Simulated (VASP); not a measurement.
An input for Quantum ESPRESSO's pw.x (written as the equivalent of a VASP run, and not itself run):

```
&CONTROL
  calculation = 'scf'
  pseudo_dir = './pseudo'
  outdir = './out'
  tprnfor = .true.
  tstress = .true.
/
&SYSTEM
  ibrav = 0
  nat = 12
  ntyp = 2
  ecutwfc = 102
  occupations = 'smearing'
  smearing = 'gaussian'
  degauss = 0.000735
  input_dft = 'pbe'
/
&ELECTRONS
  conv_thr = 7.3e-08
  electron_maxstep = 100
/
ATOMIC_SPECIES
  Cd 112.414 Cd.upf
  I 126.904 I.upf
CELL_PARAMETERS angstrom
     4.0952790    0.0000000    0.0000000
    -2.0476390    3.5466150    0.0000000
     0.0000000    0.0000000   27.8102730
ATOMIC_POSITIONS crystal
  Cd   0.0000000  0.0000000  0.0000000
  Cd   0.6666670  0.3333330  0.7499500
  Cd   0.3333330  0.6666670  0.2500500
  Cd   0.0000000  0.0000000  0.5000000
  I    0.0000000  0.0000000  0.3091700
  I    0.0000000  0.0000000  0.6908300
  I    0.6666670  0.3333330  0.4411000
  I    0.3333330  0.6666670  0.5589000
  I    0.3333330  0.6666670  0.8091300
  I    0.6666670  0.3333330  0.1908700
  I    0.6666670  0.3333330  0.9411000
  I    0.3333330  0.6666670  0.0589000
K_POINTS automatic
  5 5 1 0 0 0
```

Problem. Translate this input to VASP (INCAR, KPOINTS, POSCAR, choice of POTCAR).

Solution. One answer among several that fit: 
**INCAR**
```
LREAL=.FALSE.   ! projection in real space or not
ENCUT=300
SYSTEM=CdI2
LMAXMIX=4   ! l cut-off of mixed one-centre charges
ISIF=2   ! forces and stress, cell fixed
GGA=PE   ! PBE
SIGMA=0.01
ALGO=Normal   ! blocked Davidson
EDIFF=1E-6
PREC=Accurate
NELM=100
LWAVE=.FALSE.
LASPH=.TRUE.   ! aspherical one-centre terms
ISMEAR=0   ! Gaussian
LCHARG=.FALSE.
```

File KPOINTS:
```
K-points
0
G
 5 5 1
```

POSCAR:
```
CdI2
1
    4.0952790000     0.0000000000     0.0000000000
   -2.0476390000     3.5466150000     0.0000000000
    0.0000000000     0.0000000000    27.8102730000
Cd I
4 8
Direct
  0.0000000000   0.0000000000   0.0000000000
  0.6666670000   0.3333330000   0.7499500000
  0.3333330000   0.6666670000   0.2500500000
  0.0000000000   0.0000000000   0.5000000000
  0.0000000000   0.0000000000   0.3091700000
  0.0000000000   0.0000000000   0.6908300000
  0.6666670000   0.3333330000   0.4411000000
  0.3333330000   0.6666670000   0.5589000000
  0.3333330000   0.6666670000   0.8091300000
  0.6666670000   0.3333330000   0.1908700000
  0.6666670000   0.3333330000   0.9411000000
  0.3333330000   0.6666670000   0.0589000000
```

POTCAR, in this order: Cd I (PBE.64 set). Program: vasp_std.

What does not carry over: the potentials are each code's own (VASP's PAW set, PseudoDojo norm-conserving files in pw.x), so ENCUT and ecutwfc are chosen apart and not converted; conv_thr bounds pw.x's estimated SCF error, while EDIFF bounds the energy change between steps.

The structure comes from a computed database's CdI2 entry; how it stands against other phases isn't given here. The cell was not relaxed at this level, and its volume differs by -8.7 % from the start's.
